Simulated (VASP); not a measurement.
```xyz
3
Lattice="2.3256 -4.0281 0.0000 2.3256 4.0281 0.0000 0.0000 0.0000 7.1196" Properties=species:S:1:pos:R:3 pbc="T T T"
Pb     0.0000     0.0000     0.0000
I      2.3256     1.3427     1.9081
I      2.3256    -1.3427     5.2115
```

Level of theory: PBE GGA, VASP's PBE PAW potentials (set 64) (plane waves; VASP). Settings: PREC = Low, 400 eV cut-off, 5×5×3 Γ-centred mesh, Gaussian smearing of 0.050 eV, potentials Pb_d I.

Task: Predict the energy per atom (σ→0).

Result: 
The energy per atom (σ→0) comes out as -2.864 eV/atom.

Total energies compare only between runs with the same potentials, cut-off and functional.

The compound is PbI2 in the 1T layered structure. The cell was not relaxed at this level. The run is one of a series of settings (PREC = Low against the base run), some of them coarse on purpose.
